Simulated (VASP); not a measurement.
Input:

```
LaTc3
1.0
    4.36672     0.00000     0.00000
    0.00000     4.36672     0.00000
    0.00000     0.00000     4.36672
Tc La
3 1
Direct
  0.00000   0.50000   0.50000
  0.50000   0.50000   0.00000
  0.50000   0.00000   0.50000
  0.00000   0.00000   0.00000
```

The numbers are results of PBE GGA, VASP's PBE PAW potentials (set 64) (plane waves; VASP), not measurements. Numerical set-up: 300 eV cut-off, 6×6×6 Γ-centred mesh, Fermi-Dirac smearing of 0.10 eV, potentials Tc_pv La.

Problem. Give the energies of bands 16 to 29 at the high-symmetry points, in eV from the Fermi level.

Solution. 
```json
[
 {"band": "16", "Γ": "-3.62", "X": "-2.37", "M": "-2.05", "R": "-3.57"},
 {"band": "17", "Γ": "-2.99", "X": "-2.24", "M": "-1.84", "R": "-2.31"},
 {"band": "18", "Γ": "-2.97", "X": "-2.03", "M": "-1.25", "R": "-1.07"},
 {"band": "19", "Γ": "-2.97", "X": "-1.57", "M": "-1.25", "R": "-1.07"},
 {"band": "20", "Γ": "-2.97", "X": "-1.25", "M": "-1.15", "R": "-1.07"},
 {"band": "21", "Γ": "-0.51", "X": "-1.25", "M": "-1.07", "R": "-0.57"},
 {"band": "22", "Γ": "-0.51", "X": "-1.10", "M": "-0.86", "R": "-0.57"},
 {"band": "23", "Γ": "-0.51", "X": "-1.10", "M": "-0.86", "R": "-0.57"},
 {"band": "24", "Γ": "0.95", "X": "0.00", "M": "-0.56", "R": "-0.14"},
 {"band": "25", "Γ": "0.95", "X": "0.01", "M": "-0.16", "R": "-0.14"},
 {"band": "26", "Γ": "1.78", "X": "0.02", "M": "-0.08", "R": "0.55"},
 {"band": "27", "Γ": "2.16", "X": "0.24", "M": "-0.05", "R": "1.83"},
 {"band": "28", "Γ": "2.16", "X": "0.24", "M": "-0.05", "R": "1.83"},
 {"band": "29", "Γ": "2.16", "X": "1.12", "M": "0.18", "R": "1.83"}
]
```

It has no gap at this level: it comes out as a metal or semimetal.

The structure was generated: LaTc3 was put into an ordered model structure, which need not be its known phase. The cell was not relaxed at this level.
